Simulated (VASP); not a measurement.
Energy against volume of SrVO3 (cubic perovskite). Calculation: rev-vdW-DF2, VASP's PBE PAW potentials (set 64) (plane waves; VASP 6.6.1). Settings: 520 eV cut-off, 8×8×8 Γ-centred mesh, first-order Methfessel-Paxton smearing of 0.10 eV, potentials Sr_sv V_sv O.

```
V (Å³/atom)  E (eV/atom)
-----------  -----------
10.624          -6.20517
10.963          -6.22691
11.302          -6.23416
11.641          -6.22906
```

Fit these four points and predict the energy of the run at 11.980 Å³/atom.

A cubic in V^(−2/3), the third-order Birch-Murnaghan form, passes through the four points with V0 = 11.32 Å³/atom and B0 = 193 GPa, and gives -6.2134 eV/atom there. The run gave -6.2135 eV/atom, -0.1 meV/atom from the fit; all five points give B0 = 192 GPa.

The compound is SrVO3 in the cubic perovskite structure. It was relaxed first. The run is not spin-polarised, so no magnetic state was tried.
